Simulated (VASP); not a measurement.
Data:

```
CELL_PARAMETERS angstrom
      2.26035    -3.91504     0.00000
      2.26035     3.91504     0.00000
      0.00000     0.00000     5.04683
ATOMIC_POSITIONS crystal
  Se 0.00000 0.22500 0.66667
  Se 0.77500 0.77500 0.00000
  Se 0.22500 0.00000 0.33333
```

The numbers are results of PBE GGA, VASP's PBE PAW potentials (set 64) (plane waves; VASP), not measurements. Numerical set-up: PREC = Normal, EDIFF = 1E-5, 400 eV cut-off, 8×8×8 Γ-centred mesh, Gaussian smearing of 0.050 eV, potentials Se.

Without a dispersion term in the relaxation, distances and binding between the weakly bound layers, chains or molecules are unreliable, and so is what depends on them.

Problem. The ions are relaxed. Which structure does the run end with?

Solution. 
```
CELL_PARAMETERS angstrom
      2.26035    -3.91504     0.00000
      2.26035     3.91504     0.00000
      0.00000     0.00000     5.04683
ATOMIC_POSITIONS crystal
  Se 0.00000 0.21938 0.66667
  Se 0.78062 0.78062 0.00000
  Se 0.21938 0.00000 0.33333
```
Space group P3_121 (152), at a tolerance of 0.03 Å.

Problem. How much energy does the relaxation gain?

Solution. The energy (σ→0) changes by -5.1 meV/atom, in 3 ionic steps.

The compound is Se in the trig structure. This run relaxes the ions in a fixed cell. Symmetry was kept, so distortions that lower it aren't found.
